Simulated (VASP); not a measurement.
Input:

```xyz
3
Lattice="-1.5888 1.5888 3.8982 1.5888 -1.5888 3.8982 1.5888 1.5888 -3.8982" Properties=species:S:1:pos:R:3 pbc="T T T"
Mo     0.0000     0.0000     0.0000
Si     0.0000     0.0000     2.6086
Si     0.0000     0.0000     5.1877
```

Calculation: PBE GGA with D3 dispersion (Becke-Johnson damping), VASP's PBE PAW potentials (set 64) (plane waves; VASP 6.6.1). Settings: 400 eV cut-off, Gaussian smearing of 0.050 eV, potentials Mo_sv Si.

### Question
Give the energies of bands 6 to 14 at the high-symmetry points, in eV from the Fermi level.

### Answer

| band | Γ | X | P | N | M | S | R |
|---|---|---|---|---|---|---|---|
| 6 | -6.51 | -6.84 | -6.40 | -9.59 | -10.20 | -9.05 | -7.92 |
| 7 | -3.40 | -5.75 | -6.40 | -5.03 | -3.63 | -6.90 | -5.64 |
| 8 | -3.14 | -5.20 | -6.23 | -4.55 | -2.27 | -2.85 | -4.53 |
| 9 | -2.68 | -4.53 | -2.76 | -2.65 | -0.59 | -2.52 | -3.86 |
| 10 | -2.68 | -3.14 | -2.10 | -2.62 | -0.59 | -2.34 | -3.01 |
| 11 | 0.40 | -1.19 | -2.10 | -0.53 | -0.48 | -0.43 | -1.78 |
| 12 | 3.10 | 2.41 | 0.34 | 2.35 | -0.48 | 1.56 | 1.84 |
| 13 | 3.28 | 2.83 | 2.41 | 3.13 | 0.54 | 3.05 | 2.08 |
| 14 | 3.62 | 3.19 | 4.07 | 4.23 | 4.79 | 3.68 | 2.70 |

It has no gap at this level: it comes out as a metal or semimetal.

The structure comes from a measured Si2Mo entry (I4/mmm) of the Crystallography Open Database, whose conditions weren't checked. It was relaxed first.
